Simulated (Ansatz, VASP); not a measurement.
Given: the input of a run of Ansatz 0.2.0 on SrMg6Cr. The cell comes from a database or a generator and needn't be the stable form of this composition.

input.yaml

```yaml
crystal:
  lattice:
    - [5.203081, 0.0, 0.0]
    - [0.0, 3.3412245, 5.8169345]
    - [0.0, -3.3412245, 5.8169345]
  atoms:
    - { symbol: Sr, position: [0.0, 0.829062, 0.829062] }
    - { symbol: Cr, position: [0.5, 0.652433, 0.652433], spin: 3.0 }
    - { symbol: Mg, position: [0.5, 0.166928, 0.166928] }
    - { symbol: Mg, position: [0.5, 0.659679, 0.190631] }
    - { symbol: Mg, position: [0.5, 0.190631, 0.659679] }
    - { symbol: Mg, position: [0.0, 0.337925, 0.337925] }
    - { symbol: Mg, position: [0.0, 0.820127, 0.343215] }
    - { symbol: Mg, position: [0.0, 0.343215, 0.820127] }
hamiltonian:
  xc: pbe
  pseudopotentials: { kind: paw }
magnetization:
  spin_polarized: true
kpoints:
  mp_grid: { grid: [5, 5, 5] }
scf:
  occupations: { method: fermi_dirac, width: 0.05 }
output:
  forces: true
  stress: true
  eigenvalues: true
```

Potentials or basis: Ansatz PAW.

Launch:

```sh
$ ansatz run input.yaml --threads 4 --pin off --max-ram 10240MiB --backend cpu --events-out ev --progress --plain --runs-dir out
```

Task: What does the same run look like in VASP 6.6.1? Potentials or basis there: PBE PAW files Cr_pv, Mg, Sr_sv, 520 eV.

Result: As run (cutoffs and basis follow the program's own potentials, and thresholds, step limits or extra output files can differ):

The input INCAR:

```
SYSTEM = SrMg6Cr
PREC = Accurate
ENCUT = 520
EDIFF = 1E-7
ISMEAR = -1
SIGMA = 0.05
LREAL = .False.
LASPH = .True.
NELM = 150
ALGO = Normal
ISIF = 2
LWAVE = .False.
LCHARG = .True.
ISPIN = 2
MAGMOM = 0 3 0 0 0 0 0 0
LORBIT = 11
LMAXMIX = 4
GGA = PE
LELF = .True.
LVHAR = .True.
NBANDS = 31
```

The input KPOINTS:

```
Automatic mesh
0
Gamma
  5 5 5
  0 0 0
```

The input POSCAR:

```
SrMg6Cr
1.0
    5.2030810000      0.0000000000      0.0000000000
    0.0000000000      3.3412245000      5.8169345000
    0.0000000000     -3.3412245000      5.8169345000
Sr Cr Mg
1 1 6
Direct
    0.0000000000      0.8290620000      0.8290620000
    0.5000000000      0.6524330000      0.6524330000
    0.5000000000      0.1669280000      0.1669280000
    0.5000000000      0.6596790000      0.1906310000
    0.5000000000      0.1906310000      0.6596790000
    0.0000000000      0.3379250000      0.3379250000
    0.0000000000      0.8201270000      0.3432150000
    0.0000000000      0.3432150000      0.8201270000
```

Potentials or basis: VASP PAW PBE potentials, release 64 (Sr_sv, Cr_pv, Mg).

Command:

```bash
$ cat potpaw_PBE.64/Sr_sv/POTCAR potpaw_PBE.64/Cr_pv/POTCAR potpaw_PBE.64/Mg/POTCAR > POTCAR
$ mpirun -np 1 vasp_std > vasp.out
```

Both were run:

|  | Ansatz | VASP |
| --- | --- | --- |
| Pressure | 0.1 GPa | 0.0 GPa |
| Largest force | 0.089 eV/Å | 0.092 eV/Å |
| Net moment | 4.47 μB per cell | 4.47 μB per cell |

Ansatz's pressure holds a Pulay term of +0.01 GPa for its cutoff of 420 eV, which the other run lacks.

The potentials hold 84 and 34 valence electrons a cell.

Where Ansatz's input types no cutoff or centring, it takes its own default and a Γ-centred mesh.

The magnetic state is the one that the start led to; the real crystal's order can differ.

Pressure is positive in compression.
